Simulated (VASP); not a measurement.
Input:

```
SrO
1.0
    0.00000     2.60240     2.60240
    2.60240     0.00000     2.60240
    2.60240     2.60240     0.00000
Sr O
1 1
Cartesian
  0.00000   0.00000   0.00000
  2.60240   2.60240   2.60240
```

All values below come from PBE GGA, VASP's PBE PAW potentials (set 64) (plane waves; VASP 6.6.1). Settings: 520 eV cut-off, 9×9×9 Γ-centred mesh, Gaussian smearing of 0.010 eV, potentials Sr_sv O.

Task: Give the electronic dielectric tensor ε∞ (DFPT, local fields included).

Result: 
```
3.80  0.00  0.00
0.00  3.80  0.00
0.00  0.00  3.80
```

Task: Give the Born effective charges.

Result: 
```tsv
atom	Z*xx	Z*yy	Z*zz	mean
Sr1	2.44	2.44	2.44	2.44
O2	-2.44	-2.44	-2.44	-2.44
```

The compound is SrO in the rock salt structure. It was relaxed first.
